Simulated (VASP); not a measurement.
All values below come from PBEsol GGA, VASP's PBE PAW potentials (set 64) (plane waves; VASP).

The input files of a VASP run:

POSCAR:
```
Al3InSb4
1
    0.0000000000     3.1280557695     3.1280557695
    3.1280557695     0.0000000000     3.1280557695
   12.5066868313    12.5066868313     0.0055362469
In Sb Al
1 4 3
Direct
  0.0018616114   0.0018616114   0.9986037914
  0.2375953259   0.2375953259   0.0718035056
  0.2466172450   0.2466172450   0.3150370662
  0.2537352183   0.2537352183   0.5596985863
  0.2617144545   0.2617144545   0.8037141592
  0.9921504347   0.9921504347   0.2558871740
  0.9995944796   0.9995944796   0.5003041403
  0.0067312304   0.0067312304   0.7449515771
```

INCAR:
```
! general
SYSTEM  = Al3InSb4
PREC    = Accurate
ENCUT   = 400
LREAL   = .False.
LASPH   = .True.

! electronic loop
EDIFF   = 1E-7   ! SCF stop (eV)
NELM    = 100
ALGO    = Normal   ! blocked Davidson
LMAXMIX = 4   ! l cut-off of mixed one-centre charges

! smearing
ISMEAR  = -5

! functional
GGA     = PS   ! PBEsol

! ions
ISIF    = 2   ! forces and stress, cell fixed

! output
LWAVE   = .False.
LCHARG  = .True.
LORBIT  = 11   ! lm-projected
NEDOS   = 601

! other
LEFG    = .True.
```

**KPOINTS**
```
Regular mesh
0
Gamma
  7 7 2
```

POTCAR, in this order: In_d Sb Al (PBE.64 set). Program: vasp_std.

Question: What will the output report for the number of irreducible k-points (NKPTS), number of bands (NBANDS), largest plane-wave count, number of space-group operations, FFT grid (NGX, NGY, NGZ)?

Answer: 
The number of irreducible k-points (NKPTS) is 32 and the number of bands (NBANDS) is 26. The largest plane-wave count is 4476, the number of space-group operations comes out as 6 and the FFT grid (NGX, NGY, NGZ) is 30 × 30 × 120.

The structure was generated: Al3InSb4 was put into an ordered model structure (R3m), which need not be its known phase. It was relaxed first.
